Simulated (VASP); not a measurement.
All values below come from PBE GGA, VASP's PBE PAW potentials (set 64) (plane waves; VASP 6.6.1).

A VASP calculation is set up with these files.

File KPOINTS:
```
Regular mesh
0
G
  8 8 8
```

### INCAR
```
SYSTEM = ZnS
PREC = Accurate
ENCUT = 480
EDIFF = 1E-6
NELM = 100
ALGO = Normal
LREAL = .FALSE.
LASPH = .TRUE.
ISMEAR = 0
SIGMA = 0.05
GGA = PE
LMAXMIX = 4
LWAVE = .FALSE.
LCHARG = .FALSE.
IBRION = 2
ISIF = 3
NSW = 60
EDIFFG = -0.01
```

### POSCAR
```
ZnS
1
   -0.0000000000     2.7229862963     2.7229862963
    2.7229862963     0.0000000000     2.7229862963
    2.7229862963     2.7229862963    -0.0000000000
Zn S
1 1
Direct
  0.0000000000   0.0000000000   0.0000000000
  0.2500000000   0.2500000000   0.2500000000
```

POTCAR, in this order: Zn S (PBE.64 set). Program: vasp_std.

**Question.** Predict the energy per atom (σ→0), band gap (on the k-mesh).

**Answer.** 
```
Item                              Result
------------------------  --------------
energy per atom (σ→0)     -3.426 eV/atom
band gap (on the k-mesh)         2.01 eV
```

### OSZICAR
```
...
DAV:   7    -0.685202600183E+01    0.15490E-01   -0.32836E-01   799   0.560E+00    0.267E+00
DAV:   8    -0.685154539332E+01    0.48061E-03   -0.54383E-03   884   0.700E-01    0.766E-01
DAV:   9    -0.685184861100E+01   -0.30322E-03   -0.10954E-03   837   0.312E-01    0.122E-01
DAV:  10    -0.685199325579E+01   -0.14464E-03   -0.14238E-04   849   0.127E-01    0.569E-02
DAV:  11    -0.685201448728E+01   -0.21231E-04   -0.33167E-05   832   0.763E-02    0.737E-03
DAV:  12    -0.685201572808E+01   -0.12408E-05   -0.28117E-06   838   0.198E-02    0.551E-03
DAV:  13    -0.685201560201E+01    0.12608E-06   -0.28023E-07   512   0.130E-02
   1 F= -.68520156E+01 E0= -.68520156E+01  d E =-.685202E+01
```

The structure comes from a computed database's ZnS entry (F-43m); how it stands against other phases isn't given here. It was relaxed first. The start is the result of an earlier pass.
